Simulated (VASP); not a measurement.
Method: r2SCAN meta-GGA, VASP's PBE PAW potentials (set 64) (plane waves; VASP).

The input files of a VASP run:

**INCAR**
```
SYSTEM = EuGe3Pt
PREC = Accurate; ENCUT = 400; LREAL = .FALSE.
LASPH = .TRUE.
EDIFF = 1E-6; NELM = 100; ALGO = Normal
LMAXMIX = 6; LMIXTAU = .TRUE.
ISMEAR = 1; SIGMA = 0.1
METAGGA = R2SCAN
IBRION = 2; NSW = 60; ISIF = 3
EDIFFG = -0.02
LWAVE = .FALSE.; LCHARG = .FALSE.
```

POSCAR:
```
EuGe3Pt
1
   -2.2162021672     2.2162021672     4.9926766918
    2.2162021672    -2.2162021672     4.9926766918
    2.2162021672     2.2162021672    -4.9926766918
Eu Ge Pt
1 3 1
Direct
  0.0019061893   0.0019061893   0.0000000000
  0.2420074355   0.7420074355   0.5000000000
  0.7420074355   0.2420074355   0.5000000000
  0.5955689214   0.5955689214   0.0000000000
  0.3527300182   0.3527300182   0.0000000000
```

### KPOINTS
```
Automatic mesh
0
Gamma
9 9 9
0 0 0
```

POTCAR, in this order: Eu_2 Ge_d Pt (PBE.64 set). Program: vasp_std.

The run wrote:

OSZICAR:
```
       N       E                     dE             d eps       ncg     rms          rms(c)
DAV:   1     0.482770456520E+03    0.48277E+03   -0.24638E+04  6180   0.353E+03
DAV:   2    -0.247992254542E+02   -0.50757E+03   -0.49723E+03  5892   0.835E+02
DAV:   3    -0.126261208350E+03   -0.10146E+03   -0.97894E+02  8056   0.222E+02
DAV:   4    -0.132014984421E+03   -0.57538E+01   -0.56587E+01  7432   0.610E+01
DAV:   5    -0.132201338555E+03   -0.18635E+00   -0.18510E+00  7924   0.116E+01    0.187E+01
DAV:   6    -0.125838759694E+03    0.63626E+01   -0.11880E+01  6024   0.241E+01    0.961E+00
DAV:   7    -0.124185381814E+03    0.16534E+01   -0.24035E+00  7996   0.126E+01    0.461E+00
DAV:   8    -0.124261483781E+03   -0.76102E-01   -0.36622E-01  7568   0.650E+00    0.154E+00
DAV:   9    -0.124223738243E+03    0.37746E-01   -0.19472E-01  6508   0.362E+00    0.237E-01
DAV:  10    -0.124288844120E+03   -0.65106E-01   -0.77702E-02  6432   0.258E+00    0.203E-01
DAV:  11    -0.124294682768E+03   -0.58386E-02   -0.62533E-03  7416   0.795E-01    0.153E-01
DAV:  12    -0.124291862230E+03    0.28205E-02   -0.36718E-03  7500   0.543E-01    0.762E-02
DAV:  13    -0.124294179734E+03   -0.23175E-02   -0.27703E-03  5960   0.467E-01    0.229E-02
DAV:  14    -0.124294685540E+03   -0.50581E-03   -0.62960E-04  6328   0.176E-01    0.145E-02
DAV:  15    -0.124294754775E+03   -0.69235E-04   -0.42138E-05  7688   0.581E-02    0.586E-03
DAV:  16    -0.124294745237E+03    0.95372E-05   -0.11081E-05  5352   0.288E-02    0.238E-03
DAV:  17    -0.124294756925E+03   -0.11688E-04   -0.71988E-06  4984   0.224E-02    0.132E-03
DAV:  18    -0.124294757976E+03   -0.10505E-05   -0.63818E-07  3624   0.869E-03    0.928E-04
DAV:  19    -0.124294757622E+03    0.35401E-06   -0.16083E-07  3464   0.632E-03
   1 F= -.12429476E+03 E0= -.12429437E+03  d E =-.124295E+03
       N       E                     dE             d eps       ncg     rms          rms(c)
DAV:   1    -0.124297620952E+03   -0.28630E-02   -0.93978E-02  7520   0.311E+00    0.343E-01
DAV:   2    -0.124295524957E+03    0.20960E-02   -0.95174E-03  7112   0.996E-01    0.160E-01
DAV:   3    -0.124295044826E+03    0.48013E-03   -0.98994E-04  7880   0.386E-01    0.829E-02
DAV:   4    -0.124294853729E+03    0.19110E-03   -0.41373E-04  7224   0.207E-01    0.239E-02
DAV:   5    -0.124294862426E+03   -0.86975E-05   -0.86113E-05  6192   0.126E-01    0.145E-02
DAV:   6    -0.124294862525E+03   -0.98598E-07   -0.28386E-05  6656   0.732E-02    0.751E-03
DAV:   7    -0.124294879224E+03   -0.16698E-04   -0.11113E-05  6228   0.320E-02    0.279E-03
DAV:   8    -0.124294881778E+03   -0.25548E-05   -0.15290E-06  4060   0.112E-02    0.101E-03
DAV:   9    -0.124294882316E+03   -0.53788E-06   -0.47407E-07  3132   0.819E-03
   2 F= -.12429488E+03 E0= -.12429450E+03  d E =-.124694E-03
```

**OUTCAR**
```
------------------------ aborting loop because EDIFF is reached ----------------------------------------
  FORCE on cell =-STRESS in cart. coord.  units (eV):
  Direction    XX          YY          ZZ          XY          YZ          ZX
  --------------------------------------------------------------------------------------
  Total       -0.0839389     -0.0839389     -0.0000064      0.0000000      0.0000000     -0.0000000
  in kB       -1.3679973     -1.3679973     -0.0001049      0.0000000      0.0000000     -0.0000000
  external PRESSURE =      -0.9120332 kB  Pullay stress =       0.0000000 kB
  volume of cell :       98.31
      direct lattice vectors                 reciprocal lattice vectors
    -2.217757545  2.217757545  4.996900894     0.000000000  0.225452959  0.100062021
     2.217757545 -2.217757545  4.996900894     0.225452959  0.000000000  0.100062021
     2.217757545  2.217757545 -4.996900894     0.225452959  0.225452959  0.000000000
 POSITION                                       TOTAL-FORCE (eV/Angst)
 -----------------------------------------------------------------------------------
      2.21776      2.21776     -4.97670        -0.000000     -0.000000      0.017315
      2.21776      0.00000      2.41778        -0.000000      0.000000      0.000602
      0.00000      2.21776      2.41778         0.000000     -0.000000      0.000602
      0.00000      0.00000      5.95024         0.000000      0.000000     -0.010830
      2.21776      2.21776     -1.46958        -0.000000     -0.000000     -0.007689
 -----------------------------------------------------------------------------------
    total drift:                               -0.000072     -0.000072      0.010506
  FREE ENERGIE OF THE ION-ELECTRON SYSTEM (eV)
  ---------------------------------------------------
  free  energy   TOTEN  =      -124.2948823162 eV

  energy  without entropy=     -124.2937339526  energy(sigma->0) =     -124.29449953

 reached required accuracy - stopping structural energy minimisation
```
(Selected blocks of OUTCAR.)

File CONTCAR:
```
EuGe3Pt
   1.00000000000000
    -2.2177575445714863    2.2177575445714863    4.9969008942444981
     2.2177575445714863   -2.2177575445714863    4.9969008942444981
     2.2177575445714863    2.2177575445714863   -4.9969008942444981
  Eu              Ge              Pt
     1     3     1
Direct
     0.0020212986726725    0.0020212986726725    1.0000000000000000
     0.2419276083587912    0.7419276083587911    0.5000000000000000
     0.7419276083587911    0.2419276083587912    0.5000000000000000
     0.5953929540070324    0.5953929540070324    0.0000000000000000
     0.3529505305027144    0.3529505305027144    1.0000000000000000
```

The 4f electrons are frozen in the core of the lanthanide potential, so 4f levels, which can set the real gap, and their magnetism are missing.

The structure comes from a computed database's EuGe3Pt entry (I4mm); how it stands against other phases isn't given here. This run relaxes it. Symmetry was kept, so distortions that lower it aren't found. The start is the result of an earlier pass.
